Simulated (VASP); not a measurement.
Given:

```xyz
2
Lattice="0.0000 3.3016 3.3016 3.3016 0.0000 3.3016 3.3016 3.3016 0.0000" Properties=species:S:1:pos:R:3 pbc="T T T"
K      0.0000     0.0000     0.0000
Br     3.3016     3.3016     3.3016
```

Level of theory: PBE GGA, VASP's PBE PAW potentials (set 64) (plane waves; VASP 6.6.1). Run with 300 eV cut-off, 7×7×7 Γ-centred mesh, Fermi-Dirac smearing of 0.050 eV, potentials K_sv Br.

Give the energies of bands 6 to 11 at the high-symmetry points, in eV from the valence-band maximum.

| band | Γ | X | U | L | W |
|---|---|---|---|---|---|
| 6 | 0.00 | -0.81 | -0.69 | -1.18 | -0.59 |
| 7 | 0.00 | -0.28 | -0.64 | -0.33 | -0.59 |
| 8 | 0.00 | -0.28 | -0.33 | -0.33 | -0.54 |
| 9 | 4.43 | 5.87 | 6.59 | 6.59 | 7.38 |
| 10 | 7.60 | 7.19 | 8.15 | 8.23 | 7.38 |
| 11 | 7.60 | 9.36 | 8.46 | 9.76 | 8.25 |

The gap is direct, 4.43 eV, from the valence maximum at Γ to the conduction minimum at Γ.

The structure is a typed KBr crystal (Fm-3m). The cell was not relaxed at this level.
